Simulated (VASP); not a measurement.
Write the native input for VASP 6.6.1 that does the following.

```
Task                   : relaxation of cell and atoms
Functional             : RPBE
Potentials or basis    : VASP PAW PBE potentials, release 64 (Zn)
Cutoff                 : 600 eV
k mesh                 : 18 × 18 × 8
Occupations            : methfessel-paxton, width 0.1 eV
Spin                   : no spin polarisation
Further INCAR settings : ALGO = Normal; EDIFF = 1e-07; IBRION = 2; EDIFFG = -0.005; NSW = 90; ISIF = 3
```

The structure of Zn lies in POSCAR:

```
Zn                                      
1.0
    2.6717461160     -0.0000000000     -0.0000000000
   -1.3358730580      2.3138000089     -0.0000000000
    0.0000000000     -0.0000000000      5.2080244150
  Zn            
     2
Direct
     0.3333333332999970    0.6666666667000030    0.2500000000000000
     0.6666666667000030    0.3333333332999970    0.7500000000000000
```

The input as run:

INCAR

```
PREC = Accurate
ENCUT = 600
EDIFF = 1E-7
ISMEAR = 1
SIGMA = 0.1
LREAL = F
LASPH = T
NELM = 80
ALGO = Normal
ISIF = 3
LWAVE = F
LCHARG = F
GGA = RP
IBRION = 2
NSW = 90
EDIFFG = -0.005
```

KPOINTS

```
Automatic mesh
0
Gamma
  18 18 8
```

Potentials or basis: VASP PAW PBE potentials, release 64 (Zn).

Run with:

```sh
$ cat potpaw_PBE.64/Zn/POTCAR > POTCAR
$ mpirun -np 1 vasp_std > vasp.out
```

Results of the run:

```
Relaxed volume                         : 16.10 Å³/atom
Relaxed cell                           : a = 2.672 Å, b = 2.672 Å, c = 5.208 Å, α = 90.00°, β = 90.00°, γ = 120.00°
Space group after relaxing (to 0.05 Å) : P6_3/mmc (No. 194)
Energy gained by relaxing              : 0.0 meV/atom
Ionic steps                            : 2
Pressure after relaxing                : 0.0 GPa
Band gap on the k mesh                 : none (metal or under the smearing width)
```

Caveat: the PAW data sets were made with another functional, which shifts forces and pressure a little.

Wall time 100 s on 1 thread of AMD EPYC 9R14 (Zen 4), on a shared host, peak memory 0.2 GiB.
